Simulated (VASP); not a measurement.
Runs of VASP 6.6.1 on Na2B. Symmetry: Cmmm, No. 65, orthorhombic system. Conventional cell: a = 5.426 Å, b = 5.607 Å, c = 3.671 Å, α = 90.00°, β = 90.00°, γ = 90.00°. Around Na (site symmetry 2/m) lie 2 B at 1.95 Å. B (site symmetry mmm) is surrounded by 4 Na at 1.95 Å. The cell was built by a generator and needn't be a form met in nature.

| task | level | potentials or basis | cell | cutoff (eV) | smearing | gap on the mesh (eV) | pressure (GPa) | relaxed volume (Å³/atom) |
| --- | --- | --- | --- | --- | --- | --- | --- | --- |
| single point | PBE | VASP PAW PBE potentials, release 64 (Na_pv, B) | as given | 520 | fermi-dirac 0.05 eV | none | 32.6 | - |
| density of states | r2SCAN+rVV10 | VASP PAW PBE potentials, release 64 (Na_pv, B_s) | as given | 400 | tetrahedron | none | 32.4 | - |
| relaxation of cell and atoms | LDA | VASP PAW LDA potentials, release 64 (Na_pv, B) | relaxed | 600 | methfessel-paxton 0.1 eV | none | 0.0 | 21.17 |
| relaxation of cell and atoms | PBE | VASP PAW PBE potentials, release 64 (Na_pv, B) | relaxed | 600 | methfessel-paxton 0.1 eV | none | 0.0 | (a) |

Alike in all rows: no spin polarisation; k mesh 7 × 7 × 7.

Estimate the missing entries.

(a) 23.22.

Caveats: a pressure of tens of GPa on the cell as given is suspect, and the run, the potentials or the cell itself is likely at fault (some runs); the PAW data sets were made with another functional, which shifts forces and pressure a little (some runs); tetrahedron occupations give inexact forces and stress in metals (some runs); the volume moved by over 15 % at a fixed basis, so the end points are rough (some runs).

A gap of «none» marks a metal or a gap under the smearing width.
